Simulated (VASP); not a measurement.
Level of theory: PBEsol GGA, VASP's PBE PAW potentials (set 64) (plane waves; VASP).

VASP ran on this input.

File POSCAR:
```
MgS
4.0225140
  1.0000000086   0.0000000000   0.0000000000
 -0.5000000043   0.8660254283   0.0000000000
  0.0000000000   0.0000000000   1.5995542612
Mg S
2 2
Direct
  0.3333330000   0.6666670000   0.9969486710
  0.6666670000   0.3333330000   0.4969486710
  0.3333330000   0.6666670000   0.3780513290
  0.6666670000   0.3333330000   0.8780513290
```

**INCAR**
```
SYSTEM=MgS
PREC=Accurate; ENCUT=400; LREAL=.False.
LASPH=.True.
EDIFF=1E-7; NELM=100; ALGO=Normal
ISMEAR=-5
GGA=PS
ISIF=2
LWAVE=.False.; LCHARG=.True.; LORBIT=11
NEDOS=601
LEFG=.True.
```

### KPOINTS
```
kpoints
0
Gamma
 7 7 4
```

POTCAR, in this order: Mg S (PBE.64 set). Program: vasp_std.

Task: What will the output report for the number of irreducible k-points (NKPTS), number of bands (NBANDS), largest plane-wave count, number of space-group operations, FFT grid (NGX, NGY, NGZ)?

Result: 
```json
{
  "number of irreducible k-points (NKPTS)": "24",
  "number of bands (NBANDS)": "12",
  "largest_plane_wave_count": "1665",
  "number_of_space_group_operations": "12",
  "FFT grid (NGX, NGY, NGZ)": "28 × 28 × 42"
}
```

The structure was generated: MgS was put into the wurtzite type (P6_3mc), which need not be its known phase. It was relaxed first.
